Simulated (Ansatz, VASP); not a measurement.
**Zr6SiO14 (amorphous 86ZrO2-14SiO2 (mol %)): VASP beside Ansatz**

Wanted: the spread between two codes on one cell, functional and k mesh. Of the first pair: The structure shown is the start of the Ansatz relaxation below; VASP solves that cell, so the two are compared at the walk's first step.

Calculated with Ansatz 0.2.0; plane waves, with VASP 6.6.1 beside it; PBE.

## (1) The structure

The cell holds 84 atoms: 24 Zr, 4 Si and 56 O. Cell: a = 10.356 Å, b = 10.551 Å, c = 10.062 Å, α = 90.5°, β = 89.5°, γ = 91.3°. As first built, before any earlier steps moved the atoms or strained the cell (in the runner's words): 84 atoms (24 Zr, 4 Si, 56 O) placed at random at 4.72 g/cm^3, melted at 5000 K for 10 ps at fixed volume with the Morse and Coulomb pair potential with partial charges (Pedone, Malavasi, Menziani, Cormack and Segre, J. Phys. Chem. B 110, 11780 (2006)). Quenched from 5000 K to 300 K at 50 K/ps and fixed volume, held 5 ps, then minimised at fixed cell.

## (2) Ansatz: relaxation, PBE

Ansatz runs on its default PAW (the set named soft_2) files.

The two programs are compared at the cell with which this relaxation starts, whose forces are those of its first step.

File input.yaml:

```yaml
crystal:
  lattice:
    - [10.35511, -0.11622, 0.04432]
    - [-0.11426, 10.5504, -0.04487]
    - [0.04387, -0.04443, 10.06204]
  atoms:
    - { symbol: Zr, position: [0.38768, 0.54469, 0.11743] }
    - { symbol: Zr, position: [0.03564, 0.77909, 0.31845] }
    - { symbol: Zr, position: [0.02836, 0.80933, 0.71969] }
    - { symbol: Zr, position: [0.2987, 0.32426, 0.28493] }
    - { symbol: Zr, position: [0.7286, 0.13747, 0.18926] }
    - { symbol: Zr, position: [0.68999, 0.76116, 0.19335] }
    - { symbol: Zr, position: [0.53604, 0.11633, 0.85457] }
    - { symbol: Zr, position: [0.27104, 0.02178, 0.39376] }
    - { symbol: Zr, position: [0.90344, 0.14903, 0.83701] }
    - { symbol: Zr, position: [0.9337, 0.43952, 0.24768] }
    - { symbol: Zr, position: [0.57895, 0.93433, 0.6093] }
    - { symbol: Zr, position: [0.66742, 0.38552, 0.95579] }
    - { symbol: Zr, position: [0.62336, 0.70649, 0.86875] }
    - { symbol: Zr, position: [0.25719, 0.68225, 0.84822] }
    - { symbol: Zr, position: [0.05112, 0.12303, 0.17362] }
    - { symbol: Zr, position: [0.83806, 0.46446, 0.63947] }
    - { symbol: Zr, position: [0.28432, 0.32735, 0.88718] }
    - { symbol: Zr, position: [0.78047, 0.74534, 0.5207] }
    - { symbol: Zr, position: [0.41285, 0.74854, 0.39948] }
    - { symbol: Zr, position: [0.93763, 0.04419, 0.4927] }
    - { symbol: Zr, position: [0.48772, 0.49091, 0.66774] }
    - { symbol: Zr, position: [0.12034, 0.28087, 0.62267] }
    - { symbol: Zr, position: [0.65764, 0.43949, 0.3535] }
    - { symbol: Zr, position: [0.17881, 0.56004, 0.49226] }
    - { symbol: Si, position: [0.24991, 0.01143, 0.9132] }
    - { symbol: Si, position: [0.41358, 0.85808, 0.09249] }
    - { symbol: Si, position: [0.94801, 0.67753, 0.02111] }
    - { symbol: Si, position: [0.53241, 0.21106, 0.48734] }
    - { symbol: O, position: [0.2606, 0.51913, 0.94337] }
    - { symbol: O, position: [0.66395, 0.52875, 0.7829] }
    - { symbol: O, position: [0.89527, 0.65263, 0.6566] }
    - { symbol: O, position: [0.01986, 0.77619, 0.12378] }
    - { symbol: O, position: [0.50907, 0.93576, 0.79238] }
    - { symbol: O, position: [0.84014, 0.80273, 0.32999] }
    - { symbol: O, position: [0.10331, 0.26756, 0.82602] }
    - { symbol: O, position: [0.76485, 0.96699, 0.53597] }
    - { symbol: O, position: [0.50311, 0.6797, 0.23701] }
    - { symbol: O, position: [0.33536, 0.34488, 0.07959] }
    - { symbol: O, position: [0.63362, 0.20295, 0.36306] }
    - { symbol: O, position: [0.38867, 0.58875, 0.52015] }
    - { symbol: O, position: [0.17743, 0.682, 0.66478] }
    - { symbol: O, position: [0.5967, 0.78826, 0.46057] }
    - { symbol: O, position: [0.07264, 0.31337, 0.21277] }
    - { symbol: O, position: [0.93408, 0.20014, 0.62189] }
    - { symbol: O, position: [0.20386, 0.36862, 0.45803] }
    - { symbol: O, position: [0.01965, 0.58585, 0.36649] }
    - { symbol: O, position: [0.7453, 0.5885, 0.26626] }
    - { symbol: O, position: [0.40016, 0.92362, 0.5076] }
    - { symbol: O, position: [0.68629, 0.56174, 0.53186] }
    - { symbol: O, position: [0.68567, 0.95771, 0.2033] }
    - { symbol: O, position: [0.03306, 0.69042, 0.88425] }
    - { symbol: O, position: [0.30607, 0.40232, 0.69948] }
    - { symbol: O, position: [0.37684, 0.98536, 0.00928] }
    - { symbol: O, position: [0.12802, 0.05848, 0.99822] }
    - { symbol: O, position: [0.21283, 0.75232, 0.40635] }
    - { symbol: O, position: [0.72326, 0.0971, 0.81205] }
    - { symbol: O, position: [0.96499, 0.97968, 0.76378] }
    - { symbol: O, position: [0.38317, 0.89715, 0.24734] }
    - { symbol: O, position: [0.4448, 0.65595, 0.78721] }
    - { symbol: O, position: [0.69213, 0.79117, 0.70644] }
    - { symbol: O, position: [0.08437, 0.97251, 0.31399] }
    - { symbol: O, position: [0.9854, 0.84738, 0.52563] }
    - { symbol: O, position: [0.79404, 0.72192, 0.00539] }
    - { symbol: O, position: [0.48024, 0.41202, 0.27045] }
    - { symbol: O, position: [0.5061, 0.32627, 0.83659] }
    - { symbol: O, position: [0.81742, 0.3513, 0.82199] }
    - { symbol: O, position: [0.32087, 0.13204, 0.83232] }
    - { symbol: O, position: [0.55747, 0.81735, 0.03343] }
    - { symbol: O, position: [0.61187, 0.19754, 0.02834] }
    - { symbol: O, position: [0.89515, 0.1237, 0.31392] }
    - { symbol: O, position: [0.55405, 0.35876, 0.53607] }
    - { symbol: O, position: [0.5715, 0.5408, 0.01814] }
    - { symbol: O, position: [0.94791, 0.53364, 0.07483] }
    - { symbol: O, position: [0.03582, 0.45337, 0.61643] }
    - { symbol: O, position: [0.7584, 0.35671, 0.17422] }
    - { symbol: O, position: [0.32119, 0.73496, 0.04531] }
    - { symbol: O, position: [0.14556, 0.10108, 0.53013] }
    - { symbol: O, position: [0.83847, 0.39526, 0.43609] }
    - { symbol: O, position: [0.24494, 0.1402, 0.23508] }
    - { symbol: O, position: [0.21117, 0.88242, 0.82644] }
    - { symbol: O, position: [0.88807, 0.14348, 0.04694] }
    - { symbol: O, position: [0.26447, 0.52932, 0.27044] }
    - { symbol: O, position: [0.55002, 0.12749, 0.61982] }
    - { symbol: O, position: [0.38694, 0.18873, 0.4278] }
kpoints:
  mp_grid: { grid: [1, 1, 1] }
hamiltonian:
  xc: pbe
scf:
  occupations: { method: fixed }
output:
  forces: true
  eigenvalues: true
  stress: true
relax:
  f_tol: 0.05
  max_steps: 70
```

Command:

```sh
ansatz run input.yaml --threads 4 --pin off --max-ram 8192MiB --backend cpu --events-out ev --progress --plain --runs-dir out
```

Numbers of over 12 decimals in the logs are rounded to 6 here.

The log of the run:

```text
Warning: output.stress: scf.convergence.dr2_threshold = 1e-7 eV (the SCF's general default) is looser than the 8.4e-9 eV advised for a printed stress (1e-10 eV for each atom of the cell: 84). What an SCF threshold leaves in a stress goes as its square root, and in the free energy as the threshold itself, and one threshold admits the most on a small cell: [figures from the program's tests cut] Every solve of this run  [...]
Engine: ansatz 0.2.0, aarch64-unknown-linux-gnu
Pseudopotentials: kind: paw
Pseudopotential: Zr, paw, valence charge 12, recommended cutoff 420 eV (normal), Zr.paw.azcp
Pseudopotential: Si, paw, valence charge 4, recommended cutoff 420 eV (normal), Si.paw.azcp
Pseudopotential: O, paw, valence charge 6, recommended cutoff 420 eV (normal), O.paw.azcp
Functional definition: PBE
  parameter kappa = 0.804
  parameter beta = 0.066725
  exchange = pbe_x(kappa = kappa, mu = beta*pi^2/3)
  correlation = pbe_c(beta = beta)
Crystal: 84 atoms, lattice volume = 1099.109 Å³
Basis set: ecut = 420 eV, 21483 PW (Γ), exchange–correlation on 144×144×144 points (8 copies of the dense FFT grid, shifted against one another)
Bands: 404, of which v1, the nominal top of the filled ones, is band 320 counted from 1 (319 counted from 0)
Symmetry: 1 space group operations
Space group: P1 (ITA 1), of the structure as read, at distance tolerance 1.0e-4 Å
k-points: 1
Non-local potential: Zr, projectors of the file, l = 0: 3, l = 1: 2, l = 2: 2, l = 3: 2
Non-local potential: Si, projectors of the file, l = 0: 2, l = 1: 2, l = 2: 2
Non-local potential: O, projectors of the file, l = 0: 2, l = 1: 2, l = 2: 1
PAW form: soft (Blöchl's): semilocal exchange-correlation on the pseudo side does not see the compensation charge
PAW one-centre angular grid: Zr, 590 points (default); XC on 64 Gauss nodes
PAW one-centre angular grid: Si, 110 points (default); XC on 64 Gauss nodes
PAW one-centre angular grid: O, 110 points (default); XC on 64 Gauss nodes
Initial density: superposition of atomic densities (neutral atoms: chi_scale 0, normalization atom), corrected by the library's trained network
Initial wavefunctions: pseudopotential atomic-orbital guess
Functional: x = pbe(κ = 0.804, μ = 0.219515), c = pbe(β = 0.066725)
SCF iter   1: F=—  HF=-134859.863608 eV  |F-HF|=—  |Δ(HF+E_count)|=         —  Δρ=3.93e-3  dr2=1.35e-1  ethr=1.77e-3  ⟨swp⟩=5.0  Hψ=1327  notcnv=0  defer=82
preconditioner: auto → Resta (q_TF=auto, 2.493 Å⁻¹)  ε∞=3.9  [insulator: Δε(μ)=3.513 eV  Ē_g=16.132 eV  n_scr=270 (ndim 8)  ℏωp=27.3 eV  f_vac=0.081  ε∞_Penn≈3.9]
SCF iter   2: F=—  HF=-134859.851483 eV  |F-HF|=—  |Δ(HF+E_count)|=   1.21e-2  Δρ=2.10e-3  dr2=2.55e-2  ethr=2.11e-5  ⟨swp⟩=2.0  Hψ=787  notcnv=0  defer=82
SCF iter   3: F=—  HF=-134859.857632 eV  |F-HF|=—  |Δ(HF+E_count)|=   6.15e-3  Δρ=9.42e-4  dr2=7.67e-3  ethr=3.98e-6  ⟨swp⟩=3.0  Hψ=533  notcnv=0  defer=82
SCF iter   4: F=—  HF=-134859.858942 eV  |F-HF|=—  |Δ(HF+E_count)|=   1.31e-3  Δρ=2.35e-4  dr2=5.74e-4  ethr=1.20e-6  ⟨swp⟩=2.0  Hψ=512  notcnv=0  defer=82
SCF iter   5: F=—  HF=-134859.859170 eV  |F-HF|=—  |Δ(HF+E_count)|=   2.29e-4  Δρ=1.49e-4  dr2=2.25e-4  ethr=8.97e-8  ⟨swp⟩=2.0  Hψ=549  notcnv=0  defer=82
SCF iter   6: F=-134859.859185 eV  HF=-134859.859173 eV  |F-HF|=1.20e-5  |Δ(HF+E_count)|=   2.89e-6  Δρ=4.75e-5  dr2=2.43e-5  ethr=9.77e-9  ⟨swp⟩=12.0  Hψ=2153  notcnv=0
SCF 1 converged in 6 iterations: F = -134859.859185 eV  dr2 = 2.43e-5
  greatest PAW one-centre occupation: 0.995 electrons in one spin orbital (limit 2), on the Zr atom at site 10 (counted from 0), in its partial waves of l = 0
relax step   1: F+E_penalty+E_count = -134859.85918536 eV  Δ(F+E_penalty+E_count) = +0.000e0 eV  max|allowed force component| = 3.736e-1 eV/Å  Δτ_max = 0.0000 Å  (6 SCF iters, dr2 threshold 6.25e-5 eV, accepted)
Initial density: handed on by an earlier stage of this run
Initial wavefunctions: those handed on with the density
iter 1 solved again at ethr=5.55e-6 eV; its pass at ethr=3.10e-3 eV (dr2=3.55e-2 eV) is discarded
[...]
--- Relaxed structure (16 steps of the walk, 13 accepted, 0 SCFs on fresh bases) ---
  F+E_penalty+E_count = -134860.03537332 eV   max|allowed force component| = 2.530e-2 eV/Å
  atoms:
    - { symbol: Zr, position: [0.385820, 0.545193, 0.117235] }
    - { symbol: Zr, position: [0.038776, 0.782162, 0.312548] }
    - { symbol: Zr, position: [0.016568, 0.802368, 0.711301] }
    - { symbol: Zr, position: [0.298860, 0.322502, 0.282848] }
    - { symbol: Zr, position: [0.728628, 0.139862, 0.191639] }
    - { symbol: Zr, position: [0.682913, 0.767420, 0.196356] }
    - { symbol: Zr, position: [0.543164, 0.112497, 0.855163] }
    - { symbol: Zr, position: [0.272812, 0.019230, 0.392916] }
    - { symbol: Zr, position: [0.912850, 0.150931, 0.839072] }
    - { symbol: Zr, position: [0.931683, 0.441847, 0.254111] }
    - { symbol: Zr, position: [0.590348, 0.929139, 0.601647] }
    - { symbol: Zr, position: [0.666549, 0.387832, 0.958643] }
    - { symbol: Zr, position: [0.622465, 0.724853, 0.858500] }
    - { symbol: Zr, position: [0.255056, 0.685182, 0.846301] }
    - { symbol: Zr, position: [0.051106, 0.124778, 0.174005] }
    - { symbol: Zr, position: [0.846732, 0.453394, 0.645130] }
    - { symbol: Zr, position: [0.287395, 0.328879, 0.885768] }
    - { symbol: Zr, position: [0.780526, 0.712958, 0.492433] }
    - { symbol: Zr, position: [0.412886, 0.745652, 0.401523] }
    - { symbol: Zr, position: [0.936557, 0.046507, 0.496348] }
    - { symbol: Zr, position: [0.495829, 0.490735, 0.674562] }
    - { symbol: Zr, position: [0.128988, 0.278102, 0.622832] }
    - { symbol: Zr, position: [0.651390, 0.430419, 0.362777] }
    - { symbol: Zr, position: [0.181636, 0.558618, 0.491553] }
    - { symbol: Si, position: [0.247708, 0.013005, 0.908351] }
    - { symbol: Si, position: [0.407926, 0.857373, 0.092144] }
    - { symbol: Si, position: [0.943388, 0.682378, 0.021263] }
    - { symbol: Si, position: [0.529316, 0.204773, 0.492092] }
    - { symbol: O, position: [0.261441, 0.521182, 0.941702] }
    - { symbol: O, position: [0.663072, 0.535783, 0.793310] }
    - { symbol: O, position: [0.895182, 0.641884, 0.645240] }
    - { symbol: O, position: [0.024409, 0.779434, 0.117281] }
    - { symbol: O, position: [0.538792, 0.924467, 0.798943] }
    - { symbol: O, position: [0.843228, 0.806360, 0.316707] }
    - { symbol: O, position: [0.107026, 0.269108, 0.826594] }
    - { symbol: O, position: [0.759086, 0.992837, 0.529844] }
    - { symbol: O, position: [0.498139, 0.677837, 0.236587] }
    - { symbol: O, position: [0.335677, 0.345323, 0.079317] }
    - { symbol: O, position: [0.634348, 0.202590, 0.369194] }
    - { symbol: O, position: [0.390722, 0.590034, 0.523031] }
    - { symbol: O, position: [0.172360, 0.683040, 0.663316] }
    - { symbol: O, position: [0.606459, 0.790025, 0.443679] }
    - { symbol: O, position: [0.070397, 0.315176, 0.214373] }
    - { symbol: O, position: [0.938894, 0.207681, 0.625057] }
    - { symbol: O, position: [0.207502, 0.366958, 0.457716] }
    - { symbol: O, position: [0.016128, 0.590204, 0.370950] }
    - { symbol: O, position: [0.739431, 0.597623, 0.301437] }
    - { symbol: O, position: [0.405324, 0.919301, 0.508143] }
    - { symbol: O, position: [0.674627, 0.545411, 0.543559] }
    - { symbol: O, position: [0.680420, 0.961693, 0.201707] }
    - { symbol: O, position: [0.023203, 0.689302, 0.880513] }
    - { symbol: O, position: [0.308209, 0.403424, 0.700022] }
[...]
- { symbol: O, position: [0.147898, 0.098787, 0.530802] }
    - { symbol: O, position: [0.841033, 0.393458, 0.440382] }
    - { symbol: O, position: [0.244458, 0.139145, 0.233287] }
    - { symbol: O, position: [0.209539, 0.883011, 0.824323] }
    - { symbol: O, position: [0.887076, 0.146488, 0.048935] }
    - { symbol: O, position: [0.261336, 0.527883, 0.272247] }
    - { symbol: O, position: [0.542091, 0.120915, 0.625895] }
    - { symbol: O, position: [0.387632, 0.182592, 0.424910] }
```

## (3) VASP: single point, PBE, start cell, pair 1

The same cell, functional and mesh now go to VASP, with its own data sets.

Lines of VASP's logs that name or quote its potential files are left out, and so is its time.

File INCAR:

```
SYSTEM = Zr6SiO14
PREC = Accurate
ENCUT = 520
EDIFF = 1E-06
NELM = 120
ISMEAR = 0
SIGMA = 0.01
LREAL = Auto
ALGO = Normal
GGA = PE
NBANDS = 384
LASPH = .TRUE.
LORBIT = 11
LWAVE = .FALSE.
LCHARG = .FALSE.
ISIF = 2
GGA_COMPAT = .FALSE.
EFERMI = MIDGAP
NCORE = 2
```

File POSCAR:

```
Zr6SiO14
1.0
   10.3551100000     -0.1162200000      0.0443200000
   -0.1142600000     10.5504000000     -0.0448700000
    0.0438700000     -0.0444300000     10.0620400000
Zr Si O
24 4 56
Direct
    0.3876814913      0.5446877500      0.1174272907
    0.0356392262      0.7790880743      0.3184521381
    0.0283629429      0.8093316086      0.7196908046
    0.2986979314      0.3242601479      0.2849333992
    0.7285972416      0.1374721858      0.1892635039
    0.6899867204      0.7611636240      0.1933477903
    0.5360447273      0.1163337752      0.8545744595
    0.2710366429      0.0217806713      0.3937635862
    0.9034387878      0.1490262067      0.8370118186
    0.9336988235      0.4395206612      0.2476773855
    0.5789534572      0.9343301683      0.6092963432
    0.6674211462      0.3855241061      0.9557921019
    0.6233648436      0.7064894142      0.8687475552
    0.2571911024      0.6822468457      0.8482190198
    0.0511188384      0.1230337139      0.1736183652
    0.8380611355      0.4644573880      0.6394724463
    0.2843216627      0.3273488660      0.8871846074
    0.7804667731      0.7453405336      0.5207048613
    0.4128496302      0.7485432122      0.3994805863
    0.9376274130      0.0441937314      0.4926960463
    0.4877202838      0.4909056028      0.6677384677
    0.1203439734      0.2808662965      0.6226738142
    0.6576374705      0.4394939357      0.3535042198
    0.1788097806      0.5600405887      0.4922564581
    0.2499098780      0.0114325450      0.9131982155
    0.4135819334      0.8580789328      0.0924933761
    0.9480139398      0.6775303294      0.0211075297
    0.5324072389      0.2110563636      0.4873438995
    0.2605988513      0.5191273129      0.9433716723
    0.6639494218      0.5287523290      0.7829027591
    0.8952743857      0.6526313119      0.6565969730
    0.0198604650      0.7761892997      0.1237768284
    0.5090683406      0.9357625510      0.7923766708
    0.8401400859      0.8027281036      0.3299910755
    0.1033146389      0.2675639985      0.8260180532
    0.7648469988      0.9669873975      0.5359738885
    0.5031105276      0.6796995226      0.2370096182
    0.3353623845      0.3448790457      0.0795873860
    0.6336157950      0.2029467683      0.3630600126
    0.3886730193      0.5887532166      0.5201521132
    0.1774255675      0.6819984600      0.6647794850
    0.5966967669      0.7882555583      0.4605749357
    0.0726377060      0.3133715791      0.2127741173
    0.9340785400      0.2001430449      0.6218900002
    0.2038630498      0.3686157099      0.4580288467
    0.0196484204      0.5858513989      0.3664879422
    0.7452998364      0.5885036096      0.2662555971
    0.4001564755      0.9236198557      0.5076016283
    0.6862941925      0.5617409403      0.5318592211
    0.6856720282      0.9577097828      0.2032970902
    0.0330557348      0.6904220473      0.8842455612
    0.3060694736      0.4023211682      0.6994791465
    0.3768361319      0.9853567982      0.0092835630
    0.1280228199      0.0584840213      0.9982220511
    0.2128257039      0.7523211250      0.4063514172
    0.7232631853      0.0970993637      0.8120522105
    0.9649854860      0.9796771100      0.7637805013
    0.3831690590      0.8971528424      0.2473428048
    0.4447962800      0.6559533173      0.7872080865
    0.6921324076      0.7911668509      0.7064396830
    0.0843683968      0.9725087150      0.3139917212
    0.9854035216      0.8473780623      0.5256338446
    0.7940379218      0.7219178814      0.0053866507
    0.4802375016      0.4120156016      0.2704524146
    0.5060958767      0.3262708703      0.8365907514
    0.8174204141      0.3512968025      0.8219938119
    0.3208727985      0.1320397014      0.8323166613
    0.5574662089      0.8173504312      0.0334293654
    0.6118745420      0.1975442779      0.0283387397
    0.8951486032      0.1236997312      0.3139201813
    0.5540525513      0.3587645500      0.5360684470
    0.5714951960      0.5407970487      0.0181411420
    0.9479079107      0.5336376358      0.0748290647
    0.0358238011      0.4533715763      0.6164311682
    0.7583999827      0.3567146055      0.1742184981
    0.3211930016      0.7349619268      0.0453131242
    0.1455603090      0.1010834351      0.5301295146
    0.8384682291      0.3952572738      0.4360919140
    0.2449425453      0.1402043154      0.2350751054
    0.2111681377      0.8824177781      0.8264363006
    0.8880673585      0.1434823879      0.0469366957
    0.2644700316      0.5293213661      0.2704351541
    0.5500159292      0.1274891388      0.6198190160
    0.3869390860      0.1887300121      0.4277978596
```

File KPOINTS:

```
Automatic mesh
0
Gamma
1 1 1
0 0 0
```

Potentials, in the order of the species: Zr_sv, Si and O (PBE family, release 64).

Command:

```sh
mpirun -np 8 vasp_gam
```

The log of the run:

```text
[banner, memory and clock lines left out]
running    8 mpi-ranks, on    1 nodes
[...]
LDA part: xc-table for (Slater+PW92), standard interpolation
 POSCAR, INCAR and KPOINTS ok, starting setup
[...]
entering main loop
       N       E                     dE             d eps       ncg     rms          rms(c)
DAV:   1     0.859691468960E+04    0.85969E+04   -0.40220E+05   768   0.176E+03
DAV:   2    -0.257078961768E+02   -0.86226E+04   -0.83106E+04   904   0.518E+02
DAV:   3    -0.873353387010E+03   -0.84765E+03   -0.84350E+03   936   0.161E+02
DAV:   4    -0.928056801844E+03   -0.54703E+02   -0.54636E+02  1336   0.338E+01
[...]
DAV:  16    -0.772304880804E+03   -0.12643E-04   -0.34719E-05  1024   0.113E-02    0.958E-03
DAV:  17    -0.772304883494E+03   -0.26901E-05   -0.10857E-05   880   0.658E-03    0.550E-03
DAV:  18    -0.772304883924E+03   -0.43002E-06   -0.23642E-06   632   0.342E-03
   1 F= -.77230488E+03 E0= -.77230488E+03  d E =0.000000E+00
```

Parts of OUTCAR (step 3):

```text
  FREE ENERGIE OF THE ION-ELECTRON SYSTEM (eV)
  ---------------------------------------------------
  free  energy   TOTEN  =      -772.3048839236 eV

  energy  without entropy=     -772.3048839236  energy(sigma->0) =     -772.30488392
```

The run ends at a pressure of 0.33 GPa, with forces up to 0.44 eV/Å.

## (4) Side by side

Known differences besides the potentials themselves: fixed occupations in Ansatz, narrow Gaussian smearing in VASP; the cutoff is 420 eV in Ansatz and 520 eV in VASP (PREC = Accurate, projectors in real space). Total energies have different zeros and are not compared.

Forces on 10 of the 84 atoms, those with the largest forces and the largest differences (eV/Å; atoms numbered as in POSCAR):

```tsv
atom	Ansatz x, y, z	VASP x, y, z
Zr9	-0.097, 0.123, -0.007	-0.042, 0.152, 0.015
Zr10	-0.221, 0.249, 0.039	-0.224, 0.253, 0.050
Zr12	-0.009, -0.292, -0.016	0.018, -0.307, 0.009
Si25	0.175, -0.018, -0.374	0.191, -0.024, -0.396
Si26	-0.240, -0.304, 0.037	-0.220, -0.280, 0.041
Si27	0.290, 0.080, 0.126	0.272, 0.089, 0.089
O32	-0.133, -0.187, -0.184	-0.120, -0.162, -0.187
O33	0.035, 0.059, 0.041	0.011, 0.014, 0.084
O54	-0.163, 0.059, 0.048	-0.211, 0.075, 0.074
O76	0.212, 0.246, 0.069	0.197, 0.222, 0.060
```

The forces differ by 17 meV/Å r.m.s., which is 19.8 % of the r.m.s. force of 0.088 eV/Å (both taken over all components).

[end of part 1 of 2]

[Lines on the potential files, build, host, timing and source positions are cut from VASP's logs without a mark.]

[Logs are printed without paths, hosts, clocks, repeated set-up lines and the standing remarks that a program may print on its own settings, such as how far it seeks lower states.]

[Hosts, paths, dates, database ids (printed as entryN), source tags and the programs' standing remarks are cut or masked in the printed files.]
